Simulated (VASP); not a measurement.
Data:

```
CELL_PARAMETERS angstrom
      1.49028    -2.58125     0.00000
      1.49028     2.58125     0.00000
      0.00000     0.00000     3.13889
ATOMIC_POSITIONS crystal
  Ti 0.00000 0.00000 0.00000
  B  0.33333 0.66667 0.50000
  B  0.66667 0.33333 0.50000
```

Method: LDA (Ceperley-Alder, Perdew-Zunger), VASP's LDA PAW potentials (set 64) (plane waves; VASP 6.6.1). Run with 620 eV cut-off, 12×12×10 Γ-centred mesh, first-order Methfessel-Paxton smearing of 0.10 eV, potentials Ti_sv B.

Task: What does the run give for the energy per atom (σ→0), pressure, band gap (on the k-mesh) with the smallest direct gap where there is one?

Result: 
```yaml
band gap (on the k-mesh): none (metal, semimetal or under 0.01 eV)
energy per atom (σ→0): -8.972 eV/atom
pressure: 4.98 GPa
```

Total energies compare only between runs with the same potentials, cut-off and functional.

The compound is TiB2 in the AlB2 type structure. It was relaxed first under an external pressure of 5 GPa.
